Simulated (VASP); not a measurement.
Consider the following.

```xyz
2
Lattice="2.9591 0.0000 0.0000 0.0000 2.9591 0.0000 0.0000 0.0000 2.9591" Properties=species:S:1:pos:R:3 pbc="T T T"
Ti     0.0000     0.0000     0.0000
Co     1.4796     1.4796     1.4796
```

All values below come from vdW-DF2, VASP's PBE PAW potentials (set 64) (plane waves; VASP). Numerical set-up: 520 eV cut-off, 12×12×12 Γ-centred mesh, first-order Methfessel-Paxton smearing of 0.10 eV, potentials Ti_sv Co.

**Question.** Give the stress tensor in GPa (positive for a compressed cell).

**Answer.** 
```
10.87   0.00   0.00
 0.00  10.87   0.00
 0.00   0.00  10.87
```
The pressure is its mean diagonal, 10.87 GPa.

The compound is TiCo in the CsCl type structure. This cell is one point of a volume scan, at 0.94 of the reference volume. The run is not spin-polarised, so no magnetic state was tried. The electron count is odd and the run is not spin-polarised, which forces a metal.
